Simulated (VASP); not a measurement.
**HfO$_{2}$ (space group Pnma): computed properties**

All values below come from r2SCAN meta-GGA, VASP's PBE PAW potentials (set 64) (plane waves; VASP).

| Property | Result |
|---|---|
| space group | Pnma (62) |
| cell | a = 5.523 Å, b = 3.299 Å, c = 6.433 Å, α = 90.00°, β = 90.00°, γ = 90.00° |
| volume per atom | 9.77 Å^3/atom |
| band gap (over mesh and band path) | 3.93 eV |
| smallest direct gap (over mesh and band path) | 3.93 eV |
| band-edge character | direct, Γ to Γ |
| density | 11.93 g/cm³ |

```
CELL_PARAMETERS angstrom
      5.52280     0.00000     0.00000
      0.00000     3.29860     0.00000
      0.00000     0.00000     6.43255
ATOMIC_POSITIONS crystal
  Hf 0.75275 0.25000 0.10978
  Hf 0.24725 0.75000 0.89022
  Hf 0.74725 0.75000 0.60978
  Hf 0.25275 0.25000 0.39022
  O  0.97654 0.75000 0.34000
  O  0.02346 0.25000 0.66000
  O  0.52346 0.25000 0.84000
  O  0.47654 0.75000 0.16000
  O  0.86000 0.75000 0.92505
  O  0.14000 0.25000 0.07495
  O  0.64000 0.25000 0.42505
  O  0.36000 0.75000 0.57495
```

Unless said otherwise, spin-orbit coupling is left out, though it shifts the bands of the heavy elements here.

The structure comes from a computed database's HfO2 entry (Pnma); how it stands against other phases isn't given here. It was relaxed first. Symmetry was kept, so distortions that lower it aren't found.
